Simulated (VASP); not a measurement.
Calculation: PBEsol GGA, VASP's PBE PAW potentials (set 64) (plane waves; VASP).

A VASP calculation is set up with these files.

### INCAR
```
# general
SYSTEM   =  VSi
PREC     =  Accurate
ENCUT    =  400
LREAL    =  F
LASPH    =  T

# electronic loop
EDIFF    =  1E-6
NELM     =  100
ALGO     =  Normal   # blocked Davidson
LMAXMIX  =  4

# smearing
ISMEAR   =  1   # Methfessel-Paxton
SIGMA    =  0.1   # width (eV)

# functional
GGA      =  PS   # PBEsol

# ions
IBRION   =  2
NSW      =  60   # most ionic steps
ISIF     =  3   # ions, shape and volume
EDIFFG   =  -0.01   # ionic stop

# output
LWAVE    =  F
LCHARG   =  F
```

File POSCAR:
```
VSi
1
    2.9388436691     0.0000000000    -0.0000000000
   -0.0000000000     2.9388436691     0.0000000000
   -0.0000000000     0.0000000000     2.9388436691
V Si
1 1
Direct
  0.0000000000   0.0000000000   0.0000000000
  0.5000000000   0.5000000000   0.5000000000
```

### KPOINTS
```
Regular mesh
0
G
11 11 11
```

POTCAR, in this order: V_sv Si (PBE.64 set). Program: vasp_std.

**Question.** What will the output report for the number of irreducible k-points (NKPTS), number of bands (NBANDS), largest plane-wave count, number of space-group operations, FFT grid (NGX, NGY, NGZ)?

**Answer.** 
```
Property                                      Result
--------------------------------------  ------------
number of irreducible k-points (NKPTS)            56
number of bands (NBANDS)                          12
largest plane-wave count                         468
number of space-group operations                  48
FFT grid (NGX, NGY, NGZ)                20 × 20 × 20
```

The structure was generated: VSi was put into the CsCl type (Pm-3m), which need not be its known phase. It was relaxed first. The start is the result of an earlier pass. The run is not spin-polarised, so no magnetic state was tried. The electron count is odd and the run is not spin-polarised, which forces a metal.
